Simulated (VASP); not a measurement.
Computed with PBE GGA, VASP's PBE PAW potentials (set 64) (plane waves; VASP).

The input files of a VASP run:

### POSCAR
```
AgCl
1.0
  0.0000000000   2.8305000000   2.8305000000
  2.8305000000   0.0000000000   2.8305000000
  2.8305000000   2.8305000000   0.0000000000
Ag Cl
1 1
Cart
  0.0000000000   0.0000000000   0.0000000000
  2.8305000000   2.8305000000   2.8305000000
```

INCAR:
```
ISMEAR = 0   ! Gaussian
LCHARG = F
LASPH = T   ! aspherical one-centre terms
PREC = Accurate
ENCUT = 675   ! plane-wave cut-off (eV)
LWAVE = F
LMAXMIX = 4
LREAL = F   ! projection in real space or not
ALGO = Normal   ! blocked Davidson
ISIF = 2   ! forces and stress, cell fixed
EDIFF = 1E-6   ! SCF stop (eV)
SYSTEM = AgCl
SIGMA = 0.05
NELM = 100   ! most electronic steps
GGA = PE   ! PBE
```

### KPOINTS
```
K-points
0
Gamma
 7 7 7
```

POTCAR, in this order: Ag Cl (PBE.64 set). Program: vasp_std.

The run wrote:

**OSZICAR**
```
       N       E                     dE             d eps       ncg     rms          rms(c)
DAV:   1     0.117964472395E+03    0.11796E+03   -0.10020E+04   520   0.153E+03
DAV:   2    -0.843434524095E-01   -0.11805E+03   -0.10936E+03   590   0.278E+02
DAV:   3    -0.554648866206E+01   -0.54621E+01   -0.54282E+01   620   0.627E+01
DAV:   4    -0.559422113729E+01   -0.47732E-01   -0.47725E-01   610   0.663E+00
DAV:   5    -0.559486639821E+01   -0.64526E-03   -0.64526E-03   610   0.777E-01    0.539E+00
DAV:   6    -0.540132119689E+01    0.19355E+00   -0.34527E-01   571   0.793E+00    0.356E+00
DAV:   7    -0.539753006432E+01    0.37911E-02   -0.10648E-01   535   0.263E+00    0.186E+00
DAV:   8    -0.539688754292E+01    0.64252E-03   -0.62835E-03   560   0.986E-01    0.286E-01
DAV:   9    -0.539692669641E+01   -0.39153E-04   -0.77250E-04   570   0.430E-01    0.525E-02
DAV:  10    -0.539700986805E+01   -0.83172E-04   -0.15935E-04   535   0.123E-01    0.326E-02
DAV:  11    -0.539701569956E+01   -0.58315E-05   -0.54677E-06   590   0.217E-02    0.537E-03
DAV:  12    -0.539701574892E+01   -0.49357E-07   -0.30858E-07   350   0.658E-03
   1 F= -.53970157E+01 E0= -.53970157E+01  d E =-.249077E-15
```

File OUTCAR:
```
------------------------ aborting loop because EDIFF is reached ----------------------------------------
  FORCE on cell =-STRESS in cart. coord.  units (eV):
  Direction    XX          YY          ZZ          XY          YZ          ZX
  --------------------------------------------------------------------------------------
  Total       -0.3053005     -0.3053005     -0.3053005      0.0000000      0.0000000      0.0000000
  in kB      -10.7849638    -10.7849638    -10.7849638      0.0000000      0.0000000      0.0000000
  external PRESSURE =     -10.7849638 kB  Pullay stress =       0.0000000 kB
  volume of cell :       45.35
      direct lattice vectors                 reciprocal lattice vectors
     0.000000000  2.830500000  2.830500000    -0.176647235  0.176647235  0.176647235
     2.830500000  0.000000000  2.830500000     0.176647235 -0.176647235  0.176647235
     2.830500000  2.830500000  0.000000000     0.176647235  0.176647235 -0.176647235
  FREE ENERGIE OF THE ION-ELECTRON SYSTEM (eV)
  ---------------------------------------------------
  free  energy   TOTEN  =        -5.3970157489 eV

  energy  without entropy=       -5.3970157489  energy(sigma->0) =       -5.39701575
```
(Selected blocks of OUTCAR.)

### OUTCAR
```
 val. band max:        2.9970328912   @ k =   0.4286   0.0000   0.0000

 cond. band min:       3.9953489363   @ k =   0.0000   0.0000   0.0000


 Fermi energy:         3.2677337133

 k-point     1 :       0.0000    0.0000    0.0000
  band No.  band energies     occupation
      1     -11.6873      2.00000
      2       0.8537      2.00000
      3       0.8537      2.00000
      4       0.8537      2.00000
      5       0.8916      2.00000
      6       0.8916      2.00000
      7       0.9902      2.00000
      8       0.9902      2.00000
      9       0.9902      2.00000
     10       3.9953      0.00000
     11      13.9420      0.00000
     12      13.9420      0.00000
     13      13.9420      0.00000

 k-point     2 :       0.1429    0.0000    0.0000
  band No.  band energies     occupation
      1     -11.6224      2.00000
      2       0.0923      2.00000
      3       0.1879      2.00000
      4       0.1879      2.00000
      5       0.9131      2.00000
      6       0.9131      2.00000
      7       1.1300      2.00000
      8       1.7699      2.00000
      9       1.7699      2.00000
     10       4.8386      0.00000
     11      12.3232      0.00000
     12      13.4096      0.00000
     13      13.4096      0.00000

 k-point     3 :       0.2857    0.0000    0.0000
  band No.  band energies     occupation
      1     -11.4700      2.00000
      2      -0.9527      2.00000
      3      -0.3698      2.00000
      4      -0.3698      2.00000
      5       1.0426      2.00000
      6       1.0426      2.00000
      7       1.2853      2.00000
      8       2.5225      2.00000
      9       2.5225      2.00000
     10       6.2982      0.00000
     11      10.4777      0.00000
     12      11.9195      0.00000
     13      11.9195      0.00000

 k-point     4 :       0.4286    0.0000    0.0000
  band No.  band energies     occupation
      1     -11.3406      2.00000
      2      -1.5939      2.00000
      3      -0.6660      2.00000
...
```

The compound is AgCl in the rock salt structure. The cell was not relaxed at this level. The run is one of a series of settings (ENCUT = 675 against the base run), some of them coarse on purpose.
